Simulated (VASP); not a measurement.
Method: PBEsol GGA, VASP's PBE PAW potentials (set 64) (plane waves; VASP).

VASP input:

File KPOINTS:
```
Regular mesh
0
G
  5 5 7
```

**POSCAR**
```
SiO2
1.0
  4.1938923515   0.0000000000   0.0000000000
  0.0000000000   4.1938923515   0.0000000000
  0.0000000000   0.0000000000   2.6825157650
Si O
2 4
Cartesian
  4.1938923515   0.0000000000   0.0000000000
  2.0969461757   2.0969461757   1.3412578825
  1.2821271281   1.2821271281   0.0000000000
  3.3790733039   0.8148190476   1.3412578825
  0.8148190476   3.3790733039   1.3412578825
  2.9117652234   2.9117652234   0.0000000000
```

INCAR:
```
SYSTEM=SiO2
PREC=Accurate; ENCUT=530; LREAL=F
LASPH=T
EDIFF=1E-6; NELM=100; ALGO=Normal
ISMEAR=0; SIGMA=0.05
GGA=PS
IBRION=2; NSW=60; ISIF=3
EDIFFG=-0.02
LWAVE=F; LCHARG=F
```

POTCAR, in this order: Si O (PBE.64 set). Program: vasp_std.

The run wrote:

File OSZICAR:
```
       N       E                     dE             d eps       ncg     rms          rms(c)
DAV:   1     0.166278247429E+03    0.16628E+03   -0.18546E+04   960   0.158E+03
DAV:   2    -0.463924362044E+02   -0.21267E+03   -0.20695E+03  1312   0.327E+02
DAV:   3    -0.531250196594E+02   -0.67326E+01   -0.67156E+01  1152   0.629E+01
DAV:   4    -0.531743681551E+02   -0.49348E-01   -0.49303E-01  1136   0.615E+00
DAV:   5    -0.531749031947E+02   -0.53504E-03   -0.53499E-03  1108   0.631E-01    0.168E+01
DAV:   6    -0.490218251397E+02    0.41531E+01   -0.16243E+01  1080   0.283E+01    0.795E+00
DAV:   7    -0.489949710040E+02    0.26854E-01   -0.46832E-01  1132   0.475E+00    0.298E+00
DAV:   8    -0.489861921312E+02    0.87789E-02   -0.16310E-02  1072   0.134E+00    0.100E+00
DAV:   9    -0.489864448678E+02   -0.25274E-03   -0.45476E-03  1128   0.734E-01    0.265E-01
DAV:  10    -0.489865523134E+02   -0.10745E-03   -0.43660E-04  1124   0.178E-01    0.399E-02
DAV:  11    -0.489865262905E+02    0.26023E-04   -0.10987E-04  1116   0.806E-02    0.814E-03
DAV:  12    -0.489865265953E+02   -0.30483E-06   -0.69166E-06  1084   0.194E-02
   1 F= -.48986527E+02 E0= -.48986527E+02  d E =-.489865E+02
       N       E                     dE             d eps       ncg     rms          rms(c)
DAV:   1    -0.489865803702E+02   -0.54080E-04   -0.44182E-02   992   0.180E+00    0.746E-02
DAV:   2    -0.489865873159E+02   -0.69457E-05   -0.99184E-04  1132   0.249E-01    0.309E-02
DAV:   3    -0.489865726158E+02    0.14700E-04   -0.22175E-05  1108   0.423E-02    0.139E-02
DAV:   4    -0.489865695819E+02    0.30339E-05   -0.71942E-06  1124   0.243E-02    0.237E-03
DAV:   5    -0.489865695316E+02    0.50249E-07   -0.68184E-07   572   0.675E-03
   2 F= -.48986570E+02 E0= -.48986570E+02  d E =-.429363E-04
```

File OUTCAR:
```
------------------------ aborting loop because EDIFF is reached ----------------------------------------
  FORCE on cell =-STRESS in cart. coord.  units (eV):
  Direction    XX          YY          ZZ          XY          YZ          ZX
  --------------------------------------------------------------------------------------
  Total        0.0079271      0.0079271     -0.0553281      0.0000000      0.0000000      0.0000000
  in kB        0.2690361      0.2690361     -1.8777629      0.0000000      0.0000000      0.0000000
  external PRESSURE =      -0.4465636 kB  Pullay stress =       0.0000000 kB
  volume of cell :       47.21
      direct lattice vectors                 reciprocal lattice vectors
     4.193762276 -0.000000000  0.000000000     0.238449377  0.000000000  0.000000000
    -0.000000000  4.193762276  0.000000000     0.000000000  0.238449377  0.000000000
     0.000000000  0.000000000  2.684156025     0.000000000  0.000000000  0.372556584
 POSITION                                       TOTAL-FORCE (eV/Angst)
 -----------------------------------------------------------------------------------
     -0.00000      0.00000      2.68416         0.000000      0.000000      0.000000
      2.09688      2.09688      1.34208         0.000000      0.000000      0.000000
      1.28308      1.28308      2.68416        -0.011086     -0.011086      0.000000
      3.37996      0.81380      1.34208        -0.011086      0.011086      0.000000
      0.81380      3.37996      1.34208         0.011086     -0.011086      0.000000
      2.91068      2.91068      0.00000         0.011086      0.011086      0.000000
 -----------------------------------------------------------------------------------
    total drift:                                0.000000      0.000000     -0.000000
  FREE ENERGIE OF THE ION-ELECTRON SYSTEM (eV)
  ---------------------------------------------------
  free  energy   TOTEN  =       -48.9865695316 eV

  energy  without entropy=      -48.9865695316  energy(sigma->0) =      -48.98656953

 reached required accuracy - stopping structural energy minimisation
```
(Selected blocks of OUTCAR.)

**CONTCAR**
```
SiO2
   1.00000000000000
     4.1937622758424249   -0.0000000000000000    0.0000000000000000
    -0.0000000000000000    4.1937622758424249    0.0000000000000000
     0.0000000000000000    0.0000000000000000    2.6841560252810344
  Si              O
     2     4
Direct
     0.0000000000000000    0.0000000000000000    1.0000000000000000
     0.5000000000000000    0.5000000000000000    0.5000000000000000
     0.3059499899636323    0.3059499899636323    1.0000000000000000
     0.8059499899636323    0.1940500100363677    0.5000000000000000
     0.1940500100363677    0.8059499899636323    0.5000000000000000
     0.6940500100363677    0.6940500100363677    0.0000000000000000
```

The compound is SiO2 in the rutile structure, stishovite, a high-pressure form. This run relaxes it. Symmetry was kept, so distortions that lower it aren't found. The start is the result of an earlier pass.
